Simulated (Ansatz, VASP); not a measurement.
**Two plane-wave programs on CaSc**

```
Ca Sc
1.0
     0.00000    3.22668    3.22668
     3.22668    0.00000    3.22668
     3.22668    3.22668    0.00000
Ca Sc
1 1
Direct
  0.00000 0.00000 0.00000
  0.50000 0.50000 0.50000
```

Change from the starting cell: species swapped into the CaSe type (Fm-3m, No. 225).

Alike in both runs: task relaxation of cell and atoms; functional PBE; k mesh 16 × 16 × 16; occupations gaussian, width 0.1 eV; no spin polarisation.

|  | VASP | Ansatz |
| --- | --- | --- |
| version | VASP 6.6.1 | Ansatz 0.2.0 |
| potentials or method | VASP PAW PBE potentials, release 64 (Ca_sv, Sc_sv) | scalar-relativistic, plane waves, PAW |
| plane-wave cutoff (eV) | 600 | 420 |
| valence electrons in the cell | 21 | 21 |

```tsv
	VASP	Ansatz	Ansatz less VASP
gap on the k mesh at the Fermi level, each at its own relaxed structure (eV)	none	none	-
relaxed volume (Å³/atom)	33.83	33.69	-0.136
relaxed cell length with the largest relative difference (Å)	4.574	4.568	-0.0062
```

A gap of «none» marks a metal or a gap that the smearing closes.

Caveats: the bands computed are all filled at some k points, so no gap is given.
